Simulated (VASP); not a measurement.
Write the native input for VASP 6.6.1 that does the following.

| Property | Result |
| --- | --- |
| Task | single point |
| Functional | LDA |
| Potentials or basis | VASP PAW LDA potentials, release 64 (La, Rh_pv, C) |
| Cutoff | 520 eV |
| k mesh | 8 × 8 × 8 |
| Occupations | gaussian, width 0.1 eV |
| Spin | no spin polarisation |
| Dipole correction | no |
| Further INCAR settings | ALGO = Normal; EDIFF = 1e-06; NBANDS = 38 |

The structure of LaRh3C lies in POSCAR:

```
LaRh3C
1.0
    4.1678240570      0.0000000000      0.0000000000
    0.0000000000      4.1678240570      0.0000000000
    0.0000000000      0.0000000000      4.1678240570
La Rh C
1 3 1
Direct
    0.5000000000      0.5000000000      0.5000000000
    0.5000000000      0.0000000000      0.0000000000
    0.0000000000      0.5000000000      0.0000000000
    0.0000000000      0.0000000000      0.5000000000
    0.0000000000      0.0000000000      0.0000000000
```

The cell is a database's computed one.

The cell isn't the ideal one: relaxed again under DFT LDA, scalar-relativistic, plane waves, PAW.

The input as run:

INCAR

```
SYSTEM = LaRh3C
PREC = Accurate
ENCUT = 520
EDIFF = 1E-6
ISMEAR = 0
SIGMA = 0.1
LREAL = .FALSE.
LASPH = .TRUE.
NELM = 100
ALGO = Normal
ISIF = 2
LWAVE = .FALSE.
LCHARG = .TRUE.
LELF = .TRUE.
LVHAR = .TRUE.
NBANDS = 38
```

KPOINTS

```
Automatic mesh
0
G
  8 8 8
  0 0 0
```

Potentials or basis: VASP PAW LDA potentials, release 64 (La, Rh_pv, C).

The run is started by

```bash
$ cat potpaw_LDA.64/La/POTCAR potpaw_LDA.64/Rh_pv/POTCAR potpaw_LDA.64/C/POTCAR > POTCAR
$ mpirun -np 1 vasp_std > vasp.out
```

It gave:

```
Pressure               : 0.4 GPa
Band gap on the k mesh : none (metal or under the smearing width)
```

It took 35 s on 1 thread of Intel(R) Xeon(R) 6975P-C (Granite Rapids) (shared host), peak memory 0.22 GiB.
